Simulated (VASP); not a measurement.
Data:

```
Ge
1.0
    0.00000     2.90158     2.90158
    2.90158     0.00000     2.90158
    2.90158     2.90158     0.00000
Ge
2
Direct
  0.00000   0.00000   0.00000
  0.25000   0.25000   0.25000
```

The numbers are results of PBE GGA with D4 dispersion, VASP's PBE PAW potentials (set 64) (plane waves; VASP 6.6.1), not measurements. Numerical set-up: 520 eV cut-off, 11×11×11 Γ-centred mesh, first-order Methfessel-Paxton smearing of 0.10 eV, potentials Ge_d.

**Question.** Give the stress tensor in GPa (positive for a compressed cell).

**Answer.** 
```
-3.22   0.00   0.00
 0.00  -3.22   0.00
 0.00   0.00  -3.22
```
The pressure is its mean diagonal, -3.22 GPa.

The compound is Ge in the diamond structure. This cell is one point of a volume scan, at 1.06 of the reference volume.
